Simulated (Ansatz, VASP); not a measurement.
**Si2As4W (WSi2As4 monolayer) in two plane-wave programs**

Aim: how closely do two programs agree when they are given the same cell, functional and k mesh? Of the first pair: The structure shown is the start of the Ansatz relaxation below; VASP solves that cell, so the two are compared at the walk's first step.

Main program and level: Ansatz 0.2.0; plane waves, with VASP 6.6.1 beside it; single point at PBE with D3(BJ).

## Step 1: Starting point

The cell holds 7 atoms: 4 As, 2 Si and 1 W. Cell: a = 3.630 Å, b = 3.630 Å, c = 49.355 Å, α = 90.0°, β = 90.0°, γ = 120.0°. Vacuum lies along c.

## Step 2: Ansatz: relaxation, PBE with D3(BJ)

Ansatz runs on its default PAW (the set named soft_2) files.

The two programs are compared at the cell with which this relaxation starts, whose forces are those of its first step.

Contents of input.yaml:

```yaml
crystal:
  lattice:
    - [3.63, 0.0, 0.0]
    - [-1.815, 3.1436722157, 0.0]
    - [0.0, 0.0, 49.355114908]
  atoms:
    - { symbol: As, position: [0.0, 0.0, 0.4072526229] }
    - { symbol: Si, position: [0.3333333333, 0.6666666667, 0.4226911672] }
    - { symbol: As, position: [0.3333333333, 0.6666666667, 0.4678739209] }
    - { symbol: W, position: [0.0, 0.0, 0.5] }
    - { symbol: As, position: [0.3333333333, 0.6666666667, 0.5321260791] }
    - { symbol: Si, position: [0.3333333333, 0.6666666667, 0.5773088328] }
    - { symbol: As, position: [0.0, 0.0, 0.5927473771] }
  periodic: [true, true, false]
kpoints:
  mp_grid: { grid: [12, 12, 1] }
hamiltonian:
  xc: pbe
  dispersion: d3bj
scf:
  occupations: { method: fermi_dirac, width: 0.05 }
  convergence: { dr2_threshold: 1.0e-09 }
relax:
  f_tol: 0.004
  max_steps: 90
  cell: {}
output:
  write_potential: true
  write_density: true
  volumetric_format: npy
```

Command:

```console
ansatz run input.yaml --threads 4 --pin off --max-ram 6144MiB --backend cpu --events-out ev --progress --plain --runs-dir out
```

Numbers of over 12 decimals in the logs are rounded to 6 here.

The log of the run:

```text
Warning: relax.cell: scf.convergence.dr2_threshold = 1e-9 eV is looser than the 1.90778098944e-10 eV advised for a relaxation that steers and ends on the stress (1e-10 eV for each atom of the cell: 7, times the square of relax.cell.stress_2d_tol = 0.05 N/m over 19.2 Å (the atoms' height at the walk's start and 5 Å past either face), 2.610e-2 GPa, over a crystal's default 0.05). What an SCF threshold leaves in a stress goes as its square root, and in the free energy as the threshold itself, and one threshold admits the most on a small cell: [figures from the program's tests cut] Set scf.convergence.dr2_threshold to 1.90778098944e-10 eV or tighter. [rest of the remark cut]
Engine: ansatz 0.2.0, x86_64-unknown-linux-gnu
Pseudopotentials: kind: paw
Pseudopotential: As, paw, valence charge 15, recommended cutoff 420 eV (normal), As.paw.azcp
Pseudopotential: Si, paw, valence charge 4, recommended cutoff 420 eV (normal), Si.paw.azcp
Pseudopotential: W, paw, valence charge 14, recommended cutoff 420 eV (normal), W.paw.azcp
Functional definition: PBE
  parameter kappa = 0.804
  parameter beta = 0.066725
  exchange = pbe_x(kappa = kappa, mu = beta*pi^2/3)
  correlation = pbe_c(beta = beta)
Crystal: 7 atoms, lattice volume = 563.217 Å³
Basis set: ecut = 420 eV, 10869 PW (Γ), exchange–correlation on 50×50×720 points (8 copies of the dense FFT grid, shifted against one another)
Bands: 50, of which v1, the nominal top of the filled ones, is band 41 counted from 1 (40 counted from 0)
Symmetry: 12 space group operations
Space group: P-6m2 (ITA 187), of the structure as read, at distance tolerance 8.3e-5 Å
k-points: 19 of 144 (time reversal used)
Non-local potential: As, projectors of the file, l = 0: 2, l = 1: 2, l = 2: 3, l = 3: 1
Non-local potential: Si, projectors of the file, l = 0: 2, l = 1: 2, l = 2: 2
Non-local potential: W, projectors of the file, l = 0: 3, l = 1: 2, l = 2: 2, l = 3: 1
PAW form: soft (Blöchl's): semilocal exchange-correlation on the pseudo side does not see the compensation charge
PAW one-centre angular grid: As, 590 points (default); XC on 64 Gauss nodes
PAW one-centre angular grid: Si, 110 points (default); XC on 64 Gauss nodes
PAW one-centre angular grid: W, 590 points (default); XC on 64 Gauss nodes
Initial density: superposition of atomic densities (neutral atoms: chi_scale 0, normalization atom), corrected by the library's trained network
Initial wavefunctions: pseudopotential atomic-orbital guess
Functional: x = pbe(κ = 0.804, μ = 0.219515), c = pbe(β = 0.066725)
SCF iter   1: F=—  HF=-31082.376629 eV  |F-HF|=—  |Δ(HF+E_count)|=         —  Δρ=4.19e-3  dr2=1.28e0  ethr=1.77e-3  ⟨swp⟩=15.1  Hψ=6017  notcnv=0  defer=6
preconditioner: auto → Resta (q_TF=auto, 1.979 Å⁻¹)  ε∞=2.2  [insulator: Δε(μ)=0.769 eV  Ē_g=8.434 eV  σ=0.050 eV  W_gap=1.00  n_scr=30 (ndim 8)  ℏωp=9.1 eV  f_vac=0.737  D(μ)=0.00/eV (n_scr^D=0)  ε∞_Penn≈2.2  vacuum switching on, ρ_ref=5.2e-3 e/Å³]
SCF iter   2: F=—  HF=-31082.785198 eV  |F-HF|=—  |Δ(HF+E_count)|=   4.09e-1  Δρ=1.23e-2  dr2=9.38e0  ethr=1.56e-3  ⟨swp⟩=5.2  Hψ=1729  notcnv=0  defer=35  recentre
preconditioner: auto → LDOS  [insulator: Δε(μ)=0.154 eV  Ē_g=8.500 eV  σ=0.050 eV  W_gap=0.56  n_scr=30 (ndim 8)  ℏωp=9.1 eV  f_vac=0.736  D(μ)=2.44/eV (n_scr^D=12)  ε∞_Penn≈2.2  β→1.0]
SCF iter   3: F=—  HF=-31082.277643 eV  |F-HF|=—  |Δ(HF+E_count)|=   5.08e-1  Δρ=1.62e-3  dr2=2.29e-1  ethr=1.56e-3  ⟨swp⟩=4.4  Hψ=1663  notcnv=0  defer=43
SCF iter   4: F=—  HF=-31082.250253 eV  |F-HF|=—  |Δ(HF+E_count)|=   2.74e-2  Δρ=9.42e-4  dr2=2.13e-2  ethr=2.79e-4  ⟨swp⟩=3.9  Hψ=1700  notcnv=0  defer=44
SCF iter   5: F=—  HF=-31082.248072 eV  |F-HF|=—  |Δ(HF+E_count)|=   2.18e-3  Δρ=2.00e-4  dr2=1.06e-3  ethr=2.60e-5  ⟨swp⟩=2.9  Hψ=1398  notcnv=0  defer=44
SCF iter   6: F=—  HF=-31082.247983 eV  |F-HF|=—  |Δ(HF+E_count)|=   8.86e-5  Δρ=8.34e-5  dr2=1.43e-4  ethr=1.29e-6  ⟨swp⟩=3.0  Hψ=1420  notcnv=0  defer=44
SCF iter   7: F=—  HF=-31082.247991 eV  |F-HF|=—  |Δ(HF+E_count)|=   7.35e-6  Δρ=4.26e-5  dr2=1.19e-4  ethr=1.74e-7  ⟨swp⟩=3.0  Hψ=1521  notcnv=0  defer=44
SCF iter   8: F=—  HF=-31082.247984 eV  |F-HF|=—  |Δ(HF+E_count)|=   6.29e-6  Δρ=1.60e-5  dr2=5.61e-6  ethr=1.46e-7  ⟨swp⟩=2.9  Hψ=1228  notcnv=0  defer=44
SCF iter   9: F=—  HF=-31082.247981 eV  |F-HF|=—  |Δ(HF+E_count)|=   3.31e-6  Δρ=4.73e-6  dr2=9.91e-7  ethr=6.84e-9  ⟨swp⟩=3.2  Hψ=1577  notcnv=0  defer=44
[...]
SCF iter   2: F=—  HF=-31083.779485 eV  |F-HF|=—  |Δ(HF+E_count)|=   2.19e-5  Δρ=1.12e-5  dr2=1.52e-7  ethr=4.59e-10  ⟨swp⟩=5.3  Hψ=3099  notcnv=0
SCF iter   3: F=—  HF=-31083.779485 eV  |F-HF|=—  |Δ(HF+E_count)|=   1.38e-7  Δρ=4.49e-6  dr2=2.50e-7  ethr=1.85e-10  ⟨swp⟩=2.9  Hψ=1837  notcnv=0
SCF iter   4: F=—  HF=-31083.779485 eV  |F-HF|=—  |Δ(HF+E_count)|=   9.36e-9  Δρ=2.35e-6  dr2=1.01e-7  ethr=1.85e-10  ⟨swp⟩=3.0  Hψ=1481  notcnv=0
SCF iter   5: F=—  HF=-31083.779485 eV  |F-HF|=—  |Δ(HF+E_count)|=   3.97e-9  Δρ=9.79e-7  dr2=8.76e-9  ethr=1.23e-10  ⟨swp⟩=2.2  Hψ=1246  notcnv=0
SCF iter   6: F=-31083.779485 eV  HF=-31083.779485 eV  |F-HF|=2.18e-10  |Δ(HF+E_count)|=  6.48e-10  Δρ=2.93e-7  dr2=5.92e-10  ethr=1.22e-12  ⟨swp⟩=16.1  Hψ=8942  notcnv=0
SCF 7 converged in 6 iterations: F = -31083.779485 eV  dr2 = 5.92e-10
  Residual-converged pass: ⟨swp⟩=1.1  Hψ=1029  notcnv=0  max |occ|·‖R‖ = 7.0e-9 eV (tolerance 1.0e-8 eV)  dr2=5.92e-10  dr2_onsite=6.52e-12  max |Δocc| = 6.4e-14
relax step   7: F+E_penalty+E_count = -31083.77948503 eV  Δ(F+E_penalty+E_count) = +7.516e-4 eV  max|allowed force component| = 1.188e-3 eV/Å  Δτ_max = 0.0000 Å  P = -0.011 N/m  Ω = 542.810 Å³  fix = [c, alpha, beta]  reactions: c -0.000 N/m  stress off target by 1.05e-2 N/m on what of the cell is left free  SCF on the basis re-selected at this cell (its energy is not comparable with the rows above)  (6 SCF iters)
basis re-selected at this cell: Δ(F+E_penalty+E_count) = +7.516e-4 eV, ΔP = -0.008 N/m vs the last step (what re-selecting the basis moved, of the pressure what is left beyond the Pulay correction that the steps carried, after the strain that the cell walked since its last selection, with what the two solves' SCF thresholds leave and, on support functions, any second-order correction that the steps lacked; it is no measure of the basis error at this ecutwfc). The dense FFT grid was sized anew with the basis: this SCF ran on 24×24×360 points, the steps before it on 25×25×360, so part of this shift can come from that change (see relax.cell in the input reference). [rest of the remark cut]
WARN: The output density's exchange-correlation potential varies sharply where the density is thin. Do not read a vacuum level from v_tot or v_xc, or from such a field of the output density. On a cell that repeats whose density bears no net charge and no dipole along the vacuum's axis use v_es (v_loc + v_h of the components); under efield.dipole_correction with no amplitude use v_es + v_field, which holds any externa [...]
SCF converged after 6 iterations
Free energy (F): -31083.779485 eV
Harris-Foulkes:  -31083.779485 eV  (|F-HF|=2.18e-10)
Internal energy: -31083.779470 eV  (E = F + TS)
E sigma→0 (E₀):  -31083.779478 eV
Entropy (-TS):   -0.000015 eV (-0.002 meV/atom)
Fermi energy:    -4.404963 eV
--- Per-component energies (eV) ---
  E_band       = -2359.124104
  E_kinetic    = 946.993582
  E_local      = -475154.578103  (includes V_loc(G=0)·N_el)
  E_nonlocal   = -2628.053738
  E_hartree    = 237165.818717
  E_xc         = -695.309999
  E_vxc        = -650.893461  (∫ρ·V_xc dr)
  E_paw        = -16930.278906  (= ΣΔE_a)
  E_vpaw       = 795.776489  (= ΣTr[D̂ρ^β])
  E_aug_tail   = -0.000023  (compensation charges beyond the density's cutoff)
  E_ewald      = 226214.165603
  E_disp       = -2.536603  (pairwise vdW)
  E_smearing   = -0.000015  (= −TS)
  E_closure    = 0.000000  (closes the sum)
  Σ components = -31083.779485   (vs F -31083.779485, Δ=0.00e0)
--- Forces (eV/Å), atoms counted from 1 ---
  atom   1  As     0.00000000    -0.00000000    -0.00088171
  atom   2  Si    -0.00000000     0.00000000     0.00118795
  atom   3  As     0.00000000    -0.00000000     0.00013833
  atom   4  W      0.00000000    -0.00000000     0.00000000
  atom   5  As     0.00000000    -0.00000000    -0.00013833
  atom   6  Si    -0.00000000     0.00000000    -0.00118795
  atom   7  As     0.00000000    -0.00000000     0.00088171
  max |Σ_I F_I| component: 4.74e-17 eV/Å
--- 2D stress c σ (N/m, compression-positive) ---
       -0.010504       0.000000       0.000000
        0.000000      -0.010504       0.000000
        0.000000       0.000000       0.000000
  P = ½ c Tr σ = -0.0105 N/m
--- Band table (eV; the first three rows and the last of 19) ---
  k-point 0: bands = [... 37 lower, -5.3520, -5.2792, -5.2792, -5.0557, -2.0307, -1.9938, -1.9906, -1.9906, ... 5 higher]
  k-point 1: bands = [... 37 lower, -5.6639, -5.5572, -5.4690, -5.0443, -2.3245, -2.2593, -1.7972, -1.7187, ... 5 higher]
  k-point 2: bands = [... 37 lower, -5.9963, -5.8873, -5.8841, -5.2019, -2.8278, -2.7522, -1.8502, -1.8414, ... 5 higher]
  k-point 18: bands = [... 37 lower, -7.6408, -6.6434, -5.8810, -4.7851, -3.9943, -3.6236, -3.2345, -2.5295, ... 5 higher]
  the weakly bound empty levels are not read free of the cell's end (no_gap_told)
--- Relaxed structure (6 steps of the walk, 6 accepted, 1 SCFs on fresh bases) ---
  F+E_penalty+E_count = -31083.77948503 eV   max|allowed force component| = 1.188e-3 eV/Å   (the final SCF, on the basis selected at the relaxed cell)
  cell:  # Å, volume = 542.8103 Å³
    - [3.563630, -7.368535434307524e-18, 0.0]
    - [-1.781815, 3.086194, 0.0]
    - [0.0, 0.0, 49.355114908]
  atoms:
    - { symbol: As, position: [1.057355261855499e-17, -5.1357255561990634e-17, 0.399235] }
    - { symbol: Si, position: [0.333333, 0.666667, 0.422079] }
    - { symbol: As, position: [0.333333, 0.666667, 0.469557] }
    - { symbol: W, position: [1.057355261855499e-17, -5.1357255561990634e-17, 0.500000] }
    - { symbol: As, position: [0.333333, 0.666667, 0.530443] }
    - { symbol: Si, position: [0.333333, 0.666667, 0.577921] }
    - { symbol: As, position: [1.057355261855499e-17, -5.1357255561990634e-17, 0.600765] }
```

## Step 3: VASP: single point, PBE with D3(BJ), start cell, pair 1

The same cell, functional, mesh and smearing now go to VASP, with its own data sets.

Lines of VASP's logs that name or quote its potential files are left out, and so is its time.

Contents of INCAR:

```
SYSTEM = Si2As4W
PREC = Accurate
ENCUT = 520
EDIFF = 1E-06
NELM = 120
ISMEAR = -1
SIGMA = 0.05
LREAL = .FALSE.
ALGO = Normal
GGA = PE
IVDW = 12
NBANDS = 24
LASPH = .TRUE.
LORBIT = 11
LWAVE = .FALSE.
LCHARG = .FALSE.
ISIF = 2
LDIPOL = .TRUE.
IDIPOL = 3
DIPOL = 0.5 0.5 0.5
LVHAR = .TRUE.
GGA_COMPAT = .FALSE.
EFERMI = MIDGAP
NELMDL = -8
KPAR = 2
```

Contents of POSCAR:

```
Si2As4W
1.0
    3.6300000000      0.0000000000      0.0000000000
   -1.8150000000      3.1436720000      0.0000000000
    0.0000000000      0.0000000000     49.3551150000
As Si W
4 2 1
Direct
    0.0000000000      0.0000000000      0.4072526120
    0.3333333333      0.6666666667      0.4678739073
    0.3333333333      0.6666666667      0.5321260725
    0.0000000000      0.0000000000      0.5927473678
    0.3333333333      0.6666666667      0.4226911537
    0.3333333333      0.6666666667      0.5773088261
    0.0000000000      0.0000000000      0.4999999899
```

Contents of KPOINTS:

```
Automatic mesh
0
Gamma
12 12 1
0 0 0
```

PAW data sets: As, Si and W (PBE family, release 64).

Command:

```console
mpirun -np 2 vasp_std
```

The log of the run:

```text
[banner, memory and clock lines left out]
running    2 mpi-ranks, on    1 nodes
 distrk:  each k-point on    1 cores,    2 groups
 distr:  one band on    1 cores,    1 groups

 POSCAR found type information on POSCAR AsSiW
 POSCAR found :  3 types and       7 ions
 LDA part: xc-table for (Slater+PW92), standard interpolation
 POSCAR, INCAR and KPOINTS ok, starting setup
 FFT: planning ... GRIDC
 FFT: planning ... GRID_SOFT
 FFT: planning ... GRID
 WAVECAR not read
 entering main loop
       N       E                     dE             d eps       ncg     rms          rms(c)
DAV:   1     0.242625060325E+03    0.24263E+03   -0.10285E+04   912   0.984E+02
DAV:   2    -0.110119850489E+02   -0.25364E+03   -0.24426E+03  1408   0.182E+02
DAV:   3    -0.416694148872E+02   -0.30657E+02   -0.30187E+02  1160   0.712E+01
DAV:   4    -0.428212128713E+02   -0.11518E+01   -0.11425E+01  1360   0.167E+01
DAV:   5    -0.428510851329E+02   -0.29872E-01   -0.29845E-01  1256   0.238E+00
DAV:   6    -0.428517829230E+02   -0.69779E-03   -0.69761E-03  1400   0.392E-01
DAV:   7    -0.428517963723E+02   -0.13449E-04   -0.13449E-04  1328   0.462E-02
DAV:   8    -0.428517967852E+02   -0.41288E-06   -0.41305E-06  1192   0.724E-03    0.182E+01
DAV:   9    -0.416543264152E+02    0.11975E+01   -0.64973E+00  1304   0.104E+01    0.657E+00
DAV:  10    -0.415255793286E+02    0.12875E+00   -0.43728E+00  1400   0.116E+01    0.603E+00
DAV:  11    -0.412083441365E+02    0.31724E+00   -0.16852E+00  1256   0.725E+00    0.994E-01
DAV:  12    -0.411577797020E+02    0.50564E-01   -0.26074E-01  1216   0.310E+00    0.394E-01
DAV:  13    -0.411549144962E+02    0.28652E-02   -0.34992E-02  1304   0.982E-01    0.274E-01
DAV:  14    -0.411534432238E+02    0.14713E-02   -0.14560E-02  1280   0.677E-01    0.118E-01
DAV:  15    -0.411539467914E+02   -0.50357E-03   -0.45384E-03  1216   0.339E-01    0.119E-01
DAV:  16    -0.411539175477E+02    0.29244E-04   -0.24281E-04  1152   0.861E-02    0.969E-02
DAV:  17    -0.411538421077E+02    0.75440E-04   -0.43803E-04  1168   0.109E-01    0.382E-02
DAV:  18    -0.411538542714E+02   -0.12164E-04   -0.17304E-04  1208   0.629E-02    0.316E-02
DAV:  19    -0.411538546315E+02   -0.36007E-06   -0.57052E-06  1232   0.128E-02
   1 F= -.43700688E+02 E0= -.43697941E+02  d E =-.549345E-02
```

Parts of OUTCAR (step 3):

```text
ion  position               nearest neighbor table
   1  0.000  0.000  0.407-   5 2.23   5 2.23   5 2.23
   2  0.333  0.667  0.468-   5 2.23   7 2.63   7 2.63   7 2.63
   3  0.333  0.667  0.532-   6 2.23   7 2.63   7 2.63   7 2.63
   4  0.000  0.000  0.593-   6 2.23   6 2.23   6 2.23
   5  0.333  0.667  0.423-   1 2.23   1 2.23   1 2.23   2 2.23
   6  0.333  0.667  0.577-   4 2.23   4 2.23   4 2.23   3 2.23
   7  0.000  0.000  0.500-   2 2.63   3 2.63   2 2.63   3 2.63   2 2.63   3 2.63

  LATTYP: Found a hexagonal cell.
 ALAT       =     3.6300000000
 C/A-ratio  =    13.5964504132

 Subroutine GETGRP returns: Found 12 space group operations
 (whereof 12 operations were pure point group operations)

The static configuration has the point symmetry D_3h.

 Found     19 irreducible k-points:

   k-points           NKPTS =     19   k-points in BZ     NKDIM =     19   number of bands    NBANDS=     24

   dimension x,y,z NGX =    28 NGY =   28 NGZ =  378
   dimension x,y,z NGXF=    56 NGYF=   56 NGZF=  756

   ENCUT  =  520.0 eV  38.22 Ry    6.18 a.u.   6.75  6.75 91.77*2*pi/ulx,y,z

   NELECT =      34.0000    total number of electrons

 k-points in reciprocal lattice and weights: Automatic mesh
   0.00000000  0.00000000  0.00000000       0.007
   0.08333333 -0.00000000  0.00000000       0.042
   0.16666667 -0.00000000  0.00000000       0.042
   0.25000000 -0.00000000  0.00000000       0.042
   0.33333333 -0.00000000  0.00000000       0.042
   0.41666667 -0.00000000  0.00000000       0.042
   0.50000000 -0.00000000  0.00000000       0.021
   0.08333333  0.08333333  0.00000000       0.042
   0.16666667  0.08333333  0.00000000       0.083
[...]
0.33333333  0.25000000  0.00000000       0.083
   0.33333333  0.33333333  0.00000000       0.014

 dipolmoment           0.000000      0.000000      0.000014 electrons x Angstroem

 average (electrostatic) potential at core
       1 -57.0984       2 -56.3622       3 -56.3622       4 -57.0982       5 -92.7338
       6 -92.7337       7 -47.8294

 E-fermi :  -2.0331

 k-point     1 :       0.0000    0.0000    0.0000
  band No.  band energies     occupation
    ...
     13      -4.0946      2.00000
     14      -3.1477      2.00000
     15      -2.9681      2.00000
     16      -2.9681      2.00000
     17      -2.4042      1.99881
     18      -0.9443      0.00000
     19      -0.8354      0.00000
     20      -0.2437      0.00000
     21      -0.2437      0.00000
     22      -0.1592      0.00000
    ...

 k-point     2 :       0.0833   -0.0000    0.0000
  band No.  band energies     occupation
    ...
     13      -4.0317      2.00000
     14      -3.2879      2.00000
     15      -3.0842      2.00000
     16      -2.9247      2.00000
     17      -2.3305      1.99479
     18      -0.6574      0.00000
     19      -0.6251      0.00000
     20      -0.0561      0.00000
     21       0.0166      0.00000
     22       0.0249      0.00000
    ...

 k-point     3 :       0.1667   -0.0000    0.0000
  band No.  band energies     occupation
    ...
     13      -3.8186      2.00000
     14      -3.6420      2.00000
     15      -3.3692      2.00000
     16      -3.1216      2.00000
     17      -2.5117      1.99986
     18      -0.9297      0.00000
     19      -0.8890      0.00000
     20       0.2645      0.00000
     21       0.4712      0.00000
     22       0.5736      0.00000
    ...

 Edisp (eV)   -2.54683

  Total       1.48324     1.48324     8.00914     0.00000     0.00000     0.00000
  in kB       4.21936     4.21936    22.78349     0.00000     0.00000     0.00000
  external pressure =       10.41 kB  Pullay stress =        0.00 kB

  energy-cutoff  :      520.00
  volume of cell :      563.22
      direct lattice vectors                 reciprocal lattice vectors
     3.630000000  0.000000000  0.000000000     0.275482094  0.159049672  0.000000000
    -1.815000000  3.143672000  0.000000000     0.000000000  0.318099344  0.000000000
     0.000000000  0.000000000 49.355115000     0.000000000  0.000000000  0.020261324

 POSITION                                       TOTAL-FORCE (eV/Angst)
 -----------------------------------------------------------------------------------
      0.00000      0.00000     20.10000        -0.000000     -0.000000     -3.154188
     -0.00000      2.09578     23.09197        -0.000000     -0.000000      3.124867
     -0.00000      2.09578     26.26314        -0.000000     -0.000000     -3.124867
      0.00000      0.00000     29.25511        -0.000000     -0.000000      3.154188
     -0.00000      2.09578     20.86197         0.000000      0.000000      1.433214
     -0.00000      2.09578     28.49314         0.000000      0.000000     -1.433214
      0.00000      0.00000     24.67756         0.000000      0.000000      0.000000
 -----------------------------------------------------------------------------------
    total drift:                                0.000000     -0.000001      0.001077

  FREE ENERGIE OF THE ION-ELECTRON SYSTEM (eV)
  ---------------------------------------------------
  free  energy   TOTEN  =       -43.7006878902 eV

  energy  without entropy=      -43.6951944437  energy(sigma->0) =      -43.69794117

 vacuum level on the upper side and lower side of the slab         2.613         2.612

 total charge
# of ion       s       p       d       tot
------------------------------------------
    1        1.217   1.709   0.054   2.980
    2        1.200   1.601   0.062   2.863
    3        1.200   1.601   0.062   2.863
    4        1.217   1.709   0.054   2.980
    5        0.754   0.958   0.000   1.712
    6        0.754   0.958   0.000   1.712
    7        0.493   0.481   4.026   4.999
--------------------------------------------------
tot          6.834   9.017   4.257  20.108

[... 3 further parts left out ...]
```

The gap is under twice the smearing width, so the edge states are partly filled and the run can't tell a small gap from a semimetal. The data set W keeps the semicore shell frozen, which is cheaper and a little less accurate.

[end of part 1 of 2]

[Lines on the potential files, build, host, timing and source positions are cut from VASP's logs without a mark.]

[Logs are printed without paths, hosts, clocks, repeated set-up lines and the standing remarks that a program may print on its own settings, such as how far it seeks lower states.]

[Hosts, paths, dates, database ids (printed as entryN), source tags and the programs' standing remarks are cut or masked in the printed files.]
